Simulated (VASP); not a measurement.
Crystal: PtSe2 (Sudovikovite).

```
Pt Se
1.0
     3.72866    0.00000    0.00000
    -1.86433    3.22911    0.00000
     0.00000    0.00000    5.27703
Pt Se
1 2
Direct
  0.00000 0.00000 0.00000
  0.33333 0.66667 0.24622
  0.66667 0.33333 0.75378
```

Base run:

| Item | Value |
| --- | --- |
| Program | VASP 6.6.1 |
| Functional | PBEsol |
| Potentials or basis | VASP PAW PBE potentials, release 64 (Pt, Se) |
| Cutoff | 520 eV |
| k mesh | 6 × 6 × 4 |
| Occupations | fermi-dirac, width 0.02 eV |
| Spin | no spin polarisation |

Its results: band gap on the k mesh none (metal or under the smearing width); pressure -1.0 GPa; largest force 0.099 eV/Å.

Question: The run is repeated on the same cell with these changes: functional from PBEsol to PBE; occupations from fermi-dirac, width 0.02 eV to tetrahedron. What comes out?

Answer: Band gap on the k mesh none (metal or under the smearing width); pressure 3.8 GPa; largest force 0.143 eV/Å.

Caveats: the PAW data sets were made with another functional, which shifts forces and pressure a little (some runs).

Not every run made on this cell is shown here.
